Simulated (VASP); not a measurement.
Runs of VASP 6.6.1 on Ni. The structure is cubic, space group Fm-3m (No. 225). Conventional cell: a = 3.477 Å, b = 3.477 Å, c = 3.477 Å, α = 90.00°, β = 90.00°, γ = 90.00°. Around Ni (site symmetry m-3m) lie 12 Ni at 2.46 Å. 

| task | cell | gap on the mesh (eV) | pressure (GPa) | moment (μB) |
| --- | --- | --- | --- | --- |
| single point | Fm-3m, 10.51 Å³/atom | none | 0.0 | 0.62 |
| single point | a relaxed cell with its volume scaled by 0.97 | none | 7.1 | 0.62 |
| relaxation of cell and atoms | relaxed | none | 0.0 | 0.62 |
| single point | a relaxed cell with its volume scaled by 1.06 | none | -10.8 | 0.63 |
| single point | a relaxed cell with its volume scaled by 1.09 | none | (b) | 0.64 |
| single point | a relaxed cell with its volume scaled by 1.03 | none | (a) | 0.63 |
| single point | a relaxed cell with its volume scaled by 0.94 | none | 15.7 | 0.61 |

Alike in all rows: level PBE+D3(BJ); potentials or basis VASP PAW PBE potentials, release 64 (Ni); spin collinear, ferromagnetic start; k mesh 20 × 20 × 20; cutoff (eV) 520; smearing gaussian 0.1 eV.

Problem. Fill in the values left out.

Solution. (a) -5.9; (b) -14.7.

Caveats: pairwise dispersion overbinds metals, which lowers pressure and volume; so large a pressure means that the cell lies far from this level's equilibrium, or that cutoff or potentials fall short (some runs).

A gap of «none» marks a metal or a gap under the smearing width.
